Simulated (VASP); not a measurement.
Here is a VASP 6.6.1 calculation.

INCAR

```
ALGO = Normal
EDIFF = 1E-6
ENCUT = 520
GGA = PE
ISIF = 2
ISMEAR = 0
LASPH = True
LCHARG = True
LELF = True
LREAL = False
LVHAR = True
LWAVE = False
NBANDS = 24
NELM = 80
PREC = Accurate
SIGMA = 0.1
```

KPOINTS

```
k-points
0
Gamma
  4 4 4
```

File POSCAR:

```
B7I
1.0
   -3.1003987100      3.1003987100      3.1003987100
    3.1003987100     -3.1003987100      3.1003987100
    3.1003987100      3.1003987100     -3.1003987100
B I
7 1
Direct
    0.5000000000      0.5000000000      0.5000000000
    0.0000000000      0.0000000000      0.5000000000
    0.0000000000      0.5000000000      0.0000000000
    0.5000000000      0.0000000000      0.0000000000
    0.0000000000      0.5000000000      0.5000000000
    0.5000000000      0.0000000000      0.5000000000
    0.5000000000      0.5000000000      0.0000000000
    0.0000000000      0.0000000000      0.0000000000
```

Potentials or basis: VASP PAW PBE potentials, release 64 (B, I).

Launch:

```sh
$ cat potpaw_PBE.64/B/POTCAR potpaw_PBE.64/I/POTCAR > POTCAR
$ mpirun -np 1 vasp_std > vasp.out
```

Question: Estimate the band gap on the k mesh.

Answer: None (metal or under the smearing width).

Question: What does it give for the pressure?

Answer: -17.8 GPa.

Caveat: so large a pressure means that the cell lies far from this level's equilibrium, or that cutoff or potentials fall short. The run has no spin-orbit coupling, so splittings on I are missing.
